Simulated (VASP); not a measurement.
All values below come from PBEsol GGA, VASP's PBE PAW potentials (set 64) (plane waves; VASP).

A VASP calculation is set up with these files.

POSCAR:
```
Tc
2.736580
  1.0000000000   0.0000000000   0.0000000000
 -0.5000000000   0.8660254771   0.0000000000
  0.0000000000   0.0000000000   1.6059826499
Tc
2
Cart
 -0.0010625000   0.5763304287   0.4054897413
  0.5010625000   0.2896950484   1.2004929086
```

### INCAR
```
! general
SYSTEM  = Tc
PREC    = Accurate
ENCUT   = 300
LREAL   = F
LASPH   = T   ! aspherical one-centre terms

! electronic loop
EDIFF   = 1E-6
NELM    = 100
ALGO    = Normal   ! blocked Davidson
LMAXMIX = 4   ! l cut-off of mixed one-centre charges

! smearing
ISMEAR  = -1
SIGMA   = 0.1   ! width (eV)

! functional
GGA     = PS   ! PBEsol

! ions
ISIF    = 2   ! forces and stress, cell fixed

! output
LWAVE   = F
LCHARG  = F
```

**KPOINTS**
```
Automatic mesh
0
Gamma
10 10 6
0 0 0
```

POTCAR, in this order: Tc_pv (PBE.64 set). Program: vasp_std.

Output

OSZICAR:
```
       N       E                     dE             d eps       ncg     rms          rms(c)
DAV:   1     0.219060025432E+03    0.21906E+03   -0.12888E+04 11408   0.106E+03
DAV:   2    -0.190843354586E+02   -0.23814E+03   -0.23566E+03 11645   0.364E+02
DAV:   3    -0.241964549192E+02   -0.51121E+01   -0.49906E+01 12207   0.623E+01
DAV:   4    -0.242442455199E+02   -0.47791E-01   -0.47586E-01 11509   0.540E+00
DAV:   5    -0.242446078423E+02   -0.36232E-03   -0.36221E-03 11775   0.461E-01    0.251E+01
DAV:   6    -0.227629505127E+02    0.14817E+01   -0.35853E+00 10971   0.185E+01    0.761E+00
DAV:   7    -0.225858476560E+02    0.17710E+00   -0.65864E-01 11649   0.707E+00    0.879E-01
DAV:   8    -0.225736489930E+02    0.12199E-01   -0.10375E-02 10670   0.112E+00    0.266E-01
DAV:   9    -0.225734430187E+02    0.20597E-03   -0.48860E-04 12352   0.163E-01    0.243E-02
DAV:  10    -0.225734450975E+02   -0.20788E-05   -0.26198E-05 10938   0.445E-02    0.151E-02
DAV:  11    -0.225734440331E+02    0.10644E-05   -0.82736E-07  5569   0.953E-03    0.120E-03
DAV:  12    -0.225734438170E+02    0.21608E-06   -0.57618E-08  5299   0.228E-03
   1 F= -.22573444E+02 E0= -.22538294E+02  d E =-.702990E-01
```

### OUTCAR
```
------------------------ aborting loop because EDIFF is reached ----------------------------------------
  FORCE on cell =-STRESS in cart. coord.  units (eV):
  Direction    XX          YY          ZZ          XY          YZ          ZX
  --------------------------------------------------------------------------------------
  Total       -1.1770995     -1.2199421     -1.4997077      0.0221556     -0.0048849     -0.0051272
  in kB      -66.1649213    -68.5731069    -84.2987720      1.2453678     -0.2745800     -0.2882018
  external PRESSURE =     -73.0122668 kB  Pullay stress =       0.0000000 kB
  volume of cell :       28.50
      direct lattice vectors                 reciprocal lattice vectors
     2.736580000  0.000000000  0.000000000     0.365419611  0.210975093  0.000000000
    -1.368290000  2.369948000  0.000000000     0.000000000  0.421950186  0.000000000
     0.000000000  0.000000000  4.394900000     0.000000000  0.000000000  0.227536463
 POSITION                                       TOTAL-FORCE (eV/Angst)
 -----------------------------------------------------------------------------------
     -0.00291      1.57717      1.10966         0.018280      0.017687     -0.000721
      1.37120      0.79277      3.28524        -0.018280     -0.017687      0.000721
 -----------------------------------------------------------------------------------
    total drift:                                0.000000     -0.000000      0.000000
  FREE ENERGIE OF THE ION-ELECTRON SYSTEM (eV)
  ---------------------------------------------------
  free  energy   TOTEN  =       -22.5734438170 eV

  energy  without entropy=      -22.5031448482  energy(sigma->0) =      -22.53829433
```
(Selected blocks of OUTCAR.)

At this cut-off the stress carries a Pulay error, which pulls relaxed volumes low.

The structure comes from a computed database's Tc entry; how it stands against other phases isn't given here. The cell was not relaxed at this level, atoms are displaced from their ideal sites. The run is one of a series of settings (GGA = PS against the base run), some of them coarse on purpose.
